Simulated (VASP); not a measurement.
The cell holds one Pd (fcc) (100) slab, with vacuum along c, ions free to move until forces fall under 0.03 eV/Å, no reconstruction beyond this cell, dipole correction on.

Consider the following.

```xyz
6
Lattice="2.7681 0.0000 0.0000 0.0000 2.7681 0.0000 0.0000 0.0000 26.8397" Properties=species:S:1:pos:R:3 pbc="T T T"
Pd     0.0000     1.3841     8.5714
Pd     1.3841     0.0000    10.5051
Pd     0.0000     1.3841    12.4452
Pd     1.3841     0.0000    14.3945
Pd     0.0000     1.3841    16.3346
Pd     1.3841     0.0000    18.2682
```

The numbers are results of r2SCAN meta-GGA, VASP's PBE PAW potentials (set 64) (plane waves; VASP), not measurements. Numerical set-up: 400 eV cut-off, 10×10×1 Γ-centred mesh, first-order Methfessel-Paxton smearing of 0.10 eV, potentials Pd.

Slab and bulk use different k-meshes, so the surface energy is good to a few per cent at best.

| Item | Result |
|---|---|
| surface energy | 1.72 J/m² |
| work function | 5.11 eV |
| band gap (on the k-mesh) | none (metal, semimetal or under 0.01 eV) |

Measured: work function 5.48 eV (computed value off by -0.37 eV), as given by Abhirup Patra et al., Proceedings of the National Academy of Sciences (2017), arXiv:1702.08515.

The cell is a thin slab with vacuum, built from Pd (fcc): (100) face.
